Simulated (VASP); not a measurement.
Given:

```yaml
crystal:
  lattice:
    - [5.40124, 0.00000, 0.00000]
    - [0.00000, 5.40124, 0.00000]
    - [0.00000, 0.00000, 5.40124]
  atoms:
    - { symbol: Fe, position: [0.00000, 0.50000, 0.50000] }
    - { symbol: Fe, position: [0.50000, 0.00000, 0.50000] }
    - { symbol: Fe, position: [0.00000, 0.00000, 0.00000] }
    - { symbol: Fe, position: [0.50000, 0.50000, 0.00000] }
    - { symbol: S, position: [0.61691, 0.88309, 0.11691] }
    - { symbol: S, position: [0.11691, 0.61691, 0.88309] }
    - { symbol: S, position: [0.61691, 0.61691, 0.61691] }
    - { symbol: S, position: [0.38309, 0.38309, 0.38309] }
    - { symbol: S, position: [0.88309, 0.11691, 0.61691] }
    - { symbol: S, position: [0.88309, 0.38309, 0.11691] }
    - { symbol: S, position: [0.11691, 0.88309, 0.38309] }
    - { symbol: S, position: [0.38309, 0.11691, 0.88309] }
```

Level of theory: PBE GGA, VASP's PBE PAW potentials (set 64) (plane waves; VASP). Numerical set-up: 400 eV cut-off, Gaussian smearing of 0.050 eV, potentials Fe S.

Question: Give the energies of bands 29 to 42 at the high-symmetry points, in eV from the valence-band maximum.

Answer: 
```json
[
 {"band": "29", "Γ": "-1.03", "X": "-0.97", "M": "-0.87", "R": "-1.24", "X1": "-0.97"},
 {"band": "30", "Γ": "-1.03", "X": "-0.97", "M": "-0.87", "R": "-1.24", "X1": "-0.97"},
 {"band": "31", "Γ": "-1.03", "X": "-0.59", "M": "-0.87", "R": "-1.24", "X1": "-0.59"},
 {"band": "32", "Γ": "-0.50", "X": "-0.59", "M": "-0.87", "R": "-1.24", "X1": "-0.59"},
 {"band": "33", "Γ": "-0.50", "X": "-0.43", "M": "-0.40", "R": "-1.04", "X1": "-0.43"},
 {"band": "34", "Γ": "-0.34", "X": "-0.43", "M": "-0.40", "R": "-1.04", "X1": "-0.43"},
 {"band": "35", "Γ": "-0.34", "X": "-0.39", "M": "-0.40", "R": "-1.04", "X1": "-0.39"},
 {"band": "36", "Γ": "-0.34", "X": "-0.39", "M": "-0.40", "R": "-1.04", "X1": "-0.39"},
 {"band": "37", "Γ": "-0.29", "X": "-0.14", "M": "-0.14", "R": "-0.36", "X1": "-0.14"},
 {"band": "38", "Γ": "-0.29", "X": "-0.14", "M": "-0.14", "R": "-0.36", "X1": "-0.14"},
 {"band": "39", "Γ": "-0.29", "X": "-0.01", "M": "-0.14", "R": "-0.36", "X1": "-0.01"},
 {"band": "40", "Γ": "-0.06", "X": "-0.01", "M": "-0.14", "R": "-0.36", "X1": "-0.01"},
 {"band": "41", "Γ": "0.45", "X": "1.57", "M": "1.83", "R": "1.46", "X1": "1.57"},
 {"band": "42", "Γ": "1.53", "X": "1.57", "M": "1.83", "R": "1.46", "X1": "1.57"}
]
```

The gap is indirect, 0.45 eV, from the valence maximum at Γ-X at 0.91 to the conduction minimum at Γ.

The compound is FeS2 in the pyrite structure. It was relaxed first. The run is not spin-polarised, so no magnetic state was tried.
